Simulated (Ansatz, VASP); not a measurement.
# One calculation of Ba3Zn2Te4, two programs

The input INCAR:

```
SYSTEM = Ba3Zn2Te4
PREC = Accurate
ENCUT = 520
EDIFF = 1E-6
ISMEAR = -1
SIGMA = 0.01
LREAL = .False.
LASPH = .True.
NELM = 100
ALGO = Normal
ISIF = 2
LWAVE = .False.
LCHARG = .False.
GGA = PS
NBANDS = 49
```

Contents of KPOINTS:

```
Automatic mesh
0
Gamma
  4 4 3
  0 0 0
```

Contents of POSCAR:

```
Ba3Zn2Te4
1.0
    0.0000000000      4.8477100000      0.0000000000
    8.8812930000     -2.4238550000      0.0000000000
    2.8931390000      0.0000000000     -7.0844790000
Ba Zn Te
3 2 4
Direct
    0.1419400000      0.2838800000      0.4096900000
    0.8580600000      0.7161200000      0.5903100000
    0.0000000000      0.0000000000      0.0000000000
    0.3316700000      0.6633400000      0.9717400000
    0.6683300000      0.3366600000      0.0282600000
    0.2077100000      0.4154200000      0.8034600000
    0.7922900000      0.5845800000      0.1965400000
    0.4977500000      0.9955000000      0.6848600000
    0.5022500000      0.0045000000      0.3151400000
```

Input for Ansatz:

```yaml
crystal:
  lattice:
    - [0.0, 4.84771, 0.0]
    - [8.881293, -2.423855, 0.0]
    - [2.893139, 0.0, -7.084479]
  atoms:
    - { symbol: Ba, position: [0.14194, 0.28388, 0.40969] }
    - { symbol: Ba, position: [0.85806, 0.71612, 0.59031] }
    - { symbol: Ba, position: [0.0, 0.0, 0.0] }
    - { symbol: Zn, position: [0.33167, 0.66334, 0.97174] }
    - { symbol: Zn, position: [0.66833, 0.33666, 0.02826] }
    - { symbol: Te, position: [0.20771, 0.41542, 0.80346] }
    - { symbol: Te, position: [0.79229, 0.58458, 0.19654] }
    - { symbol: Te, position: [0.49775, 0.9955, 0.68486] }
    - { symbol: Te, position: [0.50225, 0.0045, 0.31514] }
  symmetry: { tolerance: 0.0003 }
kpoints:
  mp_grid: { grid: [4, 4, 3], shift: [0, 0, 0] }
magnetization:
  spin_polarized: false
scf:
  occupations: { method: fermi_dirac, width: 0.01 }
  algorithm: direct_min
hamiltonian:
  pseudopotentials: { kind: paw }
  xc: pbesol
basis:
  ecutwfc: 420
output:
  forces: true
  stress: true
  eigenvalues: true
```

The cell was built by a generator and needn't be a form met in nature.

Alike in both runs: task single point; functional PBEsol; k mesh 4 × 4 × 3; occupations fermi-dirac, width 0.01 eV; no spin polarisation.

|  | VASP | Ansatz |
| --- | --- | --- |
| version | VASP 6.6.1 | Ansatz 0.2.0 |
| potentials or method | VASP PAW PBE potentials, release 64 (Ba_sv, Zn, Te) | PAW plane waves |
| plane-wave cutoff (eV) | 520 | 420 |
| valence electrons in the cell | 78 | 118 |

|  | VASP | Ansatz | Ansatz less VASP |
| --- | --- | --- | --- |
| gap on the k mesh at the Fermi level (eV) | none | none | - |
| pressure (GPa) | 0.5 | 0.1 | -0.37 |
| largest component of the traceless stress (GPa) | 3.23 | 3.23 | +0.003 |
| rms of the force components (eV/Å) | 0.666 | 0.670 | +0.0043 |

Atom by atom the forces differ by 0.007 eV/Å (rms over components). A gap of «none» marks a metal or a gap that the smearing closes. The two sets of potentials don't hold the same shells in valence.

Caveats: the PAW data sets were made with another functional, which shifts forces and pressure a little (VASP). Spin-orbit coupling is left out, which matters for the levels of Ba, Te.
